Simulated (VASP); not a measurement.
WC:

```
W C
1.0
     2.88207    0.00000    0.00000
    -1.44104    2.49595    0.00000
     0.00000    0.00000    2.82387
W C
1 1
Cartesian
  0.0000 0.0000 0.0000
  1.4410 0.8320 1.4119
```

```yaml
Program: VASP 6.6.1
Task: relaxation of cell and atoms
Functional: r2SCAN
Dispersion: rVV10
Potentials_or_basis: VASP PAW PBE potentials, release 64 (W_sv, C)
Cutoff: 600 eV
k_mesh: 18 × 18 × 14
Occupations: gaussian, width 0.1 eV
Spin: no spin polarisation
```

At the start: pressure 11.0 GPa; volume 10.16 Å³/atom.

Q: Where does the relaxation end?

A: Over 6 steps the energy falls by 9.2 meV/atom and the volume is 10.42 Å³/atom (+2.6 %); space group P-6m2 (No. 187, to 0.05 Å).

The path:
```csv
step,energy change (eV),largest force (eV/Å),pressure (GPa),volume (Å³)
1,0.0000,0.0000,10.98,20.31
2,0.1159,0.0000,-25.54,22.43
3,-0.0180,0.0000,-0.43,20.86
4,-0.0180,0.0000,-0.14,20.85
5,-0.0180,0.0000,0.15,20.85
6,-0.0184,0.0000,-0.01,20.85
```

Final structure:
```yaml
crystal:
  lattice:
    - [2.91217, 0.00000, 0.00000]
    - [-1.45608, 2.52201, 0.00000]
    - [0.00000, 0.00000, 2.83846]
  atoms:
    - { symbol: W, position: [0.00000, 0.00000, 0.00000] }
    - { symbol: C, position: [0.66667, 0.33333, 0.50000] }
```

Caveat: the PAW data sets were made with another functional, which shifts forces and pressure a little.
